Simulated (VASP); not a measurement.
VASP ran on this input.

INCAR:
```
SYSTEM = ZnS
PREC = Accurate; ENCUT = 400; LREAL = .FALSE.
LASPH = .TRUE.
EDIFF = 1E-6; NELM = 100; ALGO = Normal
LMAXMIX = 4
ISMEAR = 0; SIGMA = 0.05
GGA = PE
LDAUL = 2 -1
LDAUU = 1.0 0
LDAUJ = 0 0
LDAU = .TRUE.; LDAUTYPE = 2; LDAUPRINT = 1
ISIF = 2
LWAVE = .FALSE.; LCHARG = .FALSE.; LORBIT = 10
```

File KPOINTS:
```
Automatic mesh
0
Gamma
6 6 3
0 0 0
```

**POSCAR**
```
ZnS
3.820
  0.5000000000  -0.8660253927   0.0000000000
  0.5000000000   0.8660253927   0.0000000000
  0.0000000000   0.0000000000   1.6387434555
Zn S
2 2
Cart
  0.5000000000  -0.2886757082   0.8193717277
  0.5000000000   0.2886757082   0.0000000000
  0.5000000000  -0.2886757082   1.4339005236
  0.5000000000   0.2886757082   0.6145287958
```

POTCAR, in this order: Zn S (PBE.64 set). Program: vasp_std.

Question: Write an equivalent input for Ansatz.

Answer: One equivalent input (not run):
Ansatz 0.2 input:
```yaml
crystal:
  lattice:
    - [1.9100000, -3.3082170, 0.0000000]
    - [1.9100000, 3.3082170, 0.0000000]
    - [0.0000000, 0.0000000, 6.2600000]
  atoms:
    - { symbol: Zn, position: [0.6666670, 0.3333330, 0.5000000] }
    - { symbol: Zn, position: [0.3333330, 0.6666670, 0.0000000] }
    - { symbol: S, position: [0.6666670, 0.3333330, 0.8750000] }
    - { symbol: S, position: [0.3333330, 0.6666670, 0.3750000] }
kpoints:
  mp_grid: { grid: [6, 6, 3] }
hamiltonian:
  xc: pbe
  pseudopotentials: { kind: paw }
  hubbard:
    sites:
      - { species: Zn, l: d, u_eff: 1 }
scf:
  occupations: { method: gaussian, width: 0.05 }
  max_iter: 100
output: { forces: true, stress: true, eigenvalues: true }
```
The two are equivalent in intent, not identical: each code has its own PAW files, so the cut-off isn't converted (ENCUT is set for VASP's; basis.ecutwfc is left out, and Ansatz then takes the one that its files recommend); Ansatz stops its SCF on the density residual and VASP on the energy change (EDIFF); the +U projectors differ, so the same U acts differently.

The compound is ZnS in the wurtzite structure, the high-temperature form. The cell was not relaxed at this level. The run is one of a series of settings (LDAU = .TRUE., LDAUJ = 0 0, LDAUL = 2 -1, LDAUTYPE = 2, LDAUU = 1.0 0 against the base run), some of them coarse on purpose.
